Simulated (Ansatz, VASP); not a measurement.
**MoS2: VASP beside Ansatz**

One calculation is typed for both programs; each brings its own data sets. How far apart do they land? The cell is taken from a series of runs on this material, whose earlier steps may have relaxed, scaled, displaced or heated it; both programs get it as it stands.

Program: Ansatz 0.2.0. Level of theory: plane waves, with VASP 6.6.1 beside it; zone-centre phonons at PBEsol with D3(BJ). Results are calculated unless marked as measured.

## Step 1: Set-up

It takes space group P6_3/mmc (No. 194, hexagonal). Conventional cell: a = 3.067 Å, b = 3.067 Å, c = 11.308 Å, α = 90.00°, β = 90.00°, γ = 120.00°. S has 3 Mo at 2.37 Å nearest. Mo has 6 S at 2.37 Å nearest. Farther neighbours and most contacts between anions are not listed.

## Step 2: Ansatz: zone-centre phonons, PBEsol with D3(BJ)

Ansatz runs on its PAW soft_1 files.

Second derivatives magnify differences that forces hide, and they need a tight electronic threshold.

input.yaml reads:

```yaml
crystal:
  lattice:
    - [3.0673255204, 0.0, 0.0]
    - [-1.5336627602, 2.6563818223, 0.0]
    - [0.0, 0.0, 11.3084209923]
  atoms:
    - { symbol: S, position: [0.3333333333, 0.6666666667, 0.6113666071] }
    - { symbol: S, position: [0.6666666667, 0.3333333333, 0.1113666071] }
    - { symbol: S, position: [0.3333333333, 0.6666666667, 0.8886333929] }
    - { symbol: S, position: [0.6666666667, 0.3333333333, 0.3886333929] }
    - { symbol: Mo, position: [0.3333333333, 0.6666666667, 0.25] }
    - { symbol: Mo, position: [0.6666666667, 0.3333333333, 0.75] }
kpoints:
  mp_grid: { grid: [15, 15, 4] }
hamiltonian:
  xc: pbesol
  dispersion: d3bj
  pseudopotentials: { kind: paw, azcp: { folder: soft_1 }, xc_functional: pbe }
scf:
  occupations: { method: fixed }
output:
  eigenvalues: true
phonons:
  method: dfpt
  dielectric: true
  rigid_motions: translations
```

The run is started by

```bash
$ ansatz run input.yaml --threads 8 --pin off --max-ram 16384MiB --backend cpu --events-out ev --progress --plain --runs-dir out
```

Numbers of over 12 decimals in the logs are rounded to 6 here.

The log of the run:

```text
Engine: ansatz 0.2.0, aarch64-unknown-linux-gnu
Pseudopotentials: kind: paw
Pseudopotential: S, paw, valence charge 6, recommended cutoff 420 eV (normal), soft_1/S.paw.azcp
Pseudopotential: Mo, paw, valence charge 14, recommended cutoff 420 eV (normal), soft_1/Mo.paw.azcp
Functional definition: PBEsol
  exchange = pbesol_x
  correlation = pbesol_c
Crystal: 6 atoms, lattice volume = 92.141 Å³
Basis set: ecut = 420 eV, 1801 PW (Γ), exchange–correlation on 48×48×160 points (8 copies of the dense FFT grid, shifted against one another)
Bands: 32, of which v1, the nominal top of the filled ones, is band 26 counted from 1 (25 counted from 0)
Symmetry: 24 space group operations
k-points: 248 of 900 (irreducible under 2 space group operations, time reversal used)
Non-local potential: S, projectors of the file, l = 0: 2, l = 1: 2, l = 2: 1
Non-local potential: Mo, projectors of the file, l = 0: 3, l = 1: 2, l = 2: 2, l = 3: 1
PAW form: soft (Blöchl's): semilocal exchange-correlation on the pseudo side does not see the compensation charge
PAW frozen core: S, regenerated for the run's functional, and the local potential with it (the file was generated under x = pbe(κ = 0.804, μ = 0.219515), c = pbe(β = 0.066725))
PAW frozen core: Mo, regenerated for the run's functional, and the local potential with it (the file was generated under x = pbe(κ = 0.804, μ = 0.219515), c = pbe(β = 0.066725))
PAW one-centre angular grid: S, 110 points (default); XC on 64 Gauss nodes
PAW one-centre angular grid: Mo, 590 points (default); XC on 64 Gauss nodes
Initial density: superposition of atomic densities (chi_scale 0.1, normalization cell, long waves kept (reshape's long-wave potential 0.05 eV rms))
Initial wavefunctions: pseudopotential atomic-orbital guess
Functional: x = pbesol(κ = 0.804, μ = 0.123457), c = pbesol(β = 0.046)
SCF iter   1: F=—  HF=-13344.272593 eV  |F-HF|=—  |Δ(HF+E_count)|=         —  Δρ=6.21e-2  dr2=4.71e0  ethr=3.10e-3  ⟨swp⟩=5.2  Hψ=35305  notcnv=0  defer=608
preconditioner: auto → Resta (q_TF=auto, 2.480 Å⁻¹)  ε∞=8.4  [insulator: Δε(μ)=0.125 eV  Ē_g=8.539 eV  n_scr=26 (ndim 8)  ℏωp=23.2 eV  f_vac=0.000  ε∞_Penn≈8.4]
SCF iter   2: F=—  HF=-13343.070463 eV  |F-HF|=—  |Δ(HF+E_count)|=    1.20e0  Δρ=2.92e-2  dr2=1.68e0  ethr=3.10e-3  ⟨swp⟩=2.6  Hψ=14950  notcnv=0  defer=483
SCF iter   3: F=—  HF=-13342.688603 eV  |F-HF|=—  |Δ(HF+E_count)|=   3.82e-1  Δρ=1.48e-2  dr2=2.53e-1  ethr=3.10e-3  ⟨swp⟩=2.7  Hψ=12050  notcnv=0  defer=870
SCF iter   4: F=—  HF=-13342.631269 eV  |F-HF|=—  |Δ(HF+E_count)|=   5.73e-2  Δρ=3.75e-3  dr2=1.58e-2  ethr=4.86e-4  ⟨swp⟩=2.5  Hψ=14148  notcnv=0  defer=905
SCF iter   5: F=—  HF=-13342.630042 eV  |F-HF|=—  |Δ(HF+E_count)|=   1.23e-3  Δρ=8.36e-4  dr2=8.53e-4  ethr=3.04e-5  ⟨swp⟩=2.2  Hψ=11354  notcnv=0  defer=989
SCF iter   6: F=—  HF=-13342.630287 eV  |F-HF|=—  |Δ(HF+E_count)|=   2.45e-4  Δρ=2.69e-4  dr2=9.99e-5  ethr=1.64e-6  ⟨swp⟩=2.0  Hψ=12554  notcnv=0  defer=989
SCF iter   7: F=—  HF=-13342.630288 eV  |F-HF|=—  |Δ(HF+E_count)|=   1.36e-6  Δρ=3.41e-5  dr2=1.04e-6  ethr=1.92e-7  ⟨swp⟩=2.0  Hψ=10826  notcnv=0  defer=911
SCF iter   8: F=—  HF=-13342.630290 eV  |F-HF|=—  |Δ(HF+E_count)|=   1.23e-6  Δρ=6.77e-6  dr2=4.13e-8  ethr=2.00e-9  ⟨swp⟩=2.7  Hψ=16435  notcnv=0  defer=804
SCF iter   9: F=—  HF=-13342.630290 eV  |F-HF|=—  |Δ(HF+E_count)|=   4.27e-8  Δρ=1.18e-6  dr2=1.19e-9  ethr=7.95e-11  ⟨swp⟩=2.0  Hψ=12259  notcnv=0  defer=804
SCF iter  10: F=-13342.630290 eV  HF=-13342.630290 eV  |F-HF|=1.82e-12  |Δ(HF+E_count)|=  9.28e-11  Δρ=2.07e-7  dr2=3.60e-11  ethr=1.00e-12  ⟨swp⟩=16.5  Hψ=61636  notcnv=0
SCF 1 converged in 10 iterations: F = -13342.630290 eV  dr2 = 3.60e-11
  greatest PAW one-centre occupation: 0.999 electrons in one spin orbital (limit 2), on the Mo atom at site 5 (counted from 0), in its partial waves of l = 0
NSCF: frozen V_eff on 146 k-points
DFPT response loops at Γ: preconditioner auto → Resta (q_TF=auto, 2.480 Å⁻¹)  ε∞=14.3 (no band partly filled); β = 1.00, the filter's whole step (`scf.mixing.beta` (0.50) is not read by the response loops at its default; to damp them type it under 1.00, their step now; it binds the ground state too); Broyden in place of MSR1
── the response to a field inside a basis, on 16×16×4 k-points: an SCF that follows is theirs, and a resumed run solves both again ──
Bands: 27, of which v1, the nominal top of the filled ones, is band 26 counted from 1 (25 counted from 0)
k-points: 144 of 1024 (irreducible under 8 space group operations)
Initial density: handed on by an earlier stage of this run
Initial wavefunctions: pseudopotential atomic-orbital guess (no wavefunctions were taken with the density)
Eigensolver: Dense (144 Hₖ)
SCF iter   1: F=—  HF=-13342.583907 eV  |F-HF|=—  |Δ(HF+E_count)|=         —  Δρ=2.01e-4  dr2=8.48e-6  ethr=1.00e-1
preconditioner: auto → Resta (q_TF=auto, 2.480 Å⁻¹)  ε∞=10.9  [insulator: Δε(μ)=0.372 eV  Ē_g=7.393 eV  n_scr=26 (ndim 8)  ℏωp=23.2 eV  f_vac=0.000  ε∞_Penn≈10.9]
SCF iter   2: F=—  HF=-13342.583910 eV  |F-HF|=—  |Δ(HF+E_count)|=   3.74e-6  Δρ=1.11e-4  dr2=2.82e-6  ethr=1.63e-8
SCF iter   3: F=—  HF=-13342.583912 eV  |F-HF|=—  |Δ(HF+E_count)|=   1.54e-6  Δρ=8.40e-6  dr2=1.25e-7  ethr=5.42e-9
SCF iter   4: F=-13342.583912 eV  HF=-13342.583912 eV  |F-HF|=2.98e-9  |Δ(HF+E_count)|=   1.13e-8  Δρ=4.59e-6  dr2=1.44e-8  ethr=2.39e-10
SCF 1 converged in 4 iterations: F = -13342.583912 eV  dr2 = 1.44e-8
DFPT response loops at Γ: preconditioner auto → Resta (q_TF=auto, 2.480 Å⁻¹)  ε∞=12.7 (no band partly filled); β = 1.00, the filter's whole step (`scf.mixing.beta` (0.50) is not read by the response loops at its default; to damp them type it under 1.00, their step now; it binds the ground state too); Broyden in place of MSR1
SCF converged after 10 iterations
Free energy (F): -13342.630290 eV
Harris-Foulkes:  -13342.630290 eV  (|F-HF|=1.82e-12)
Internal energy: -13342.630290 eV  (E = F + TS)
E sigma→0 (E₀):  -13342.630290 eV
Fermi energy:    13.780690 eV
--- Per-component energies (eV) ---
  E_band       = -187.132222
  E_kinetic    = 1280.630359
  E_local      = -3216.896752  (includes V_loc(G=0)·N_el)
  E_nonlocal   = 439.237741
  E_hartree    = 1223.749760
  E_xc         = -708.617565
  E_vxc        = -776.984831  (∫ρ·V_xc dr)
  E_paw        = -8677.962823  (= ΣΔE_a)
  E_vpaw       = -360.618456  (= ΣTr[D̂ρ^β])
  E_aug_tail   = 0.000083  (compensation charges beyond the density's cutoff)
  E_ewald      = -3680.858057
  E_disp       = -2.579433  (pairwise vdW)
  E_core_change = 0.666397  (= ΣΔE_core)
  E_smearing   = -0.000000  (= −TS)
  E_closure    = 0.000000  (closes the sum)
  Σ components = -13342.630290   (vs F -13342.630290, Δ=0.00e0)
--- Band table (eV; the first three rows and the last of 248) ---
  k-point 0: bands = [... 22 lower, 11.4298, 11.8428, 13.0248, 13.7807, 15.7156, 15.7156, 15.7216, 15.7216, ... 2 higher]
  k-point 1: bands = [... 22 lower, 11.4081, 11.4081, 13.2604, 13.7295, 15.6908, 15.6908, 15.7057, 15.7057, ... 2 higher]
  k-point 2: bands = [... 22 lower, 11.3557, 11.3557, 13.5601, 13.5601, 15.6880, 15.6880, 15.6880, 15.6880, ... 2 higher]
  k-point 247: bands = [... 22 lower, 10.8095, 11.4025, 12.0066, 12.1813, 14.5379, 15.1172, 15.7510, 15.8511, ... 2 higher]
--- Phonons (Γ-DFPT): 4 representative perturbations + reference, on 248 of 900 k-points (Σ response iterations 12) ---
  k mesh reduced under 2 symmetry operations, with k and −k counted as one. Each operation leaves every solved perturbation unchanged. A smaller set is not considered because the run solves the response to a homogeneous field
  ASR residual: 9.135e-5 → 0.000e0 eV/Å²; symmetrization residual: 5.791e-6 eV/Å²
  pairwise dispersion correction: d3bj (s6 = 1.0, s8 = 2.9491, a1 = 0.4466, a2_bohr = 6.1742), with the weights of each atom's references fixed at the reference crystal's, and the forces and stress that the weights' published response gives there kept as a pressure on the atom's counted neighbours (hamiltonian.dispersion)
  ASR residual per site (eV/Å²): 7.66e-5 7.66e-5 7.66e-5 7.66e-5 9.13e-5 9.13e-5
  Γ frequencies (cm⁻¹): 0.00 0.00 0.00 60.71 60.71 108.98 294.37 294.37 303.04 303.04 396.92 396.92 398.78 398.78 417.59 437.02 481.15 491.44
  ε∞ (high-frequency dielectric tensor):
       16.716036     0.000000    -0.000000
        0.000000    16.716036     0.000000
       -0.000000     0.000000    10.914407
  ε⁰ (static dielectric tensor: ions relaxed, cell fixed):
       16.976717    -0.000000    -0.000000
       -0.000000    16.976717    -0.000000
       -0.000000    -0.000000    11.090907
  ε⁰ − ε∞ (ionic part):
        0.260680    -0.000000    -0.000000
       -0.000000     0.260680    -0.000000
       -0.000000    -0.000000     0.176500
  softest optical mode at Γ: 60.71 cm⁻¹; the repairs (sum rule, projections) moved no ω² at Γ by more than (1.24 cm⁻¹)²
  Born effective charges Z* (e; rows j = field, columns β = displacement):
    site 0:
         0.61068   -0.00000   -0.00000
        -0.00000    0.61068    0.00000
        -0.00000    0.00000    0.60629
    site 1:
         0.61068    0.00000    0.00000
         0.00000    0.61068   -0.00000
         0.00000   -0.00000    0.60629
    site 2:
         0.61068   -0.00000    0.00000
        -0.00000    0.61068   -0.00000
         0.00000   -0.00000    0.60629
    site 3:
         0.61068    0.00000   -0.00000
         0.00000    0.61068    0.00000
        -0.00000    0.00000    0.60629
    site 4:
        -1.22137    0.00000   -0.00000
         0.00000   -1.22137   -0.00000
         0.00000   -0.00000   -1.21259
    site 5:
[...]
Z* charge neutrality: 1.072e-2 e pre-enforcement
  solved inside a basis spanned on kpoints, on 16×16×4 k-points, its susceptibility summed on 22×22×6: ε∞ is read to err by 6.0e-2, Z* by 1.9e-2 e (field_mesh: kpoints solves on kpoints); Z* is corrected for what the basis lacks
  optical modes at Γ without the LO–TO term, one row a degenerate level:
      ω (cm⁻¹)  modes    IR ((D/Å)²/amu)
[...]
optical modes at Γ + LO–TO along q̂ = [1.0000, 0.0000, 0.0000]:
      ω (cm⁻¹)  modes    IR ((D/Å)²/amu)
[...]
optical modes at Γ + LO–TO along q̂ = [0.0000, 1.0000, 0.0000]:
      ω (cm⁻¹)  modes    IR ((D/Å)²/amu)
[...]
optical modes at Γ + LO–TO along q̂ = [0.0000, 0.0000, 1.0000]:
      ω (cm⁻¹)  modes    IR ((D/Å)²/amu)
[...]
294.37      2             0.0000
        303.04      2             0.0000
        396.92      2             0.0000
        398.78      2             3.5817
        417.59      1             0.0000
        437.02      1             0.0000
        485.02      1             1.7652
        491.44      1             0.0000
```

(Continued in part 2 of 2.)

[Lines on the potential files, build, host, timing and source positions are cut from VASP's logs without a mark.]

[Logs are printed without paths, hosts, clocks, repeated set-up lines and the standing remarks that a program may print on its own settings, such as how far it seeks lower states.]

[Hosts, paths, dates, database ids (printed as entryN), source tags and the programs' standing remarks are cut or masked in the printed files.]
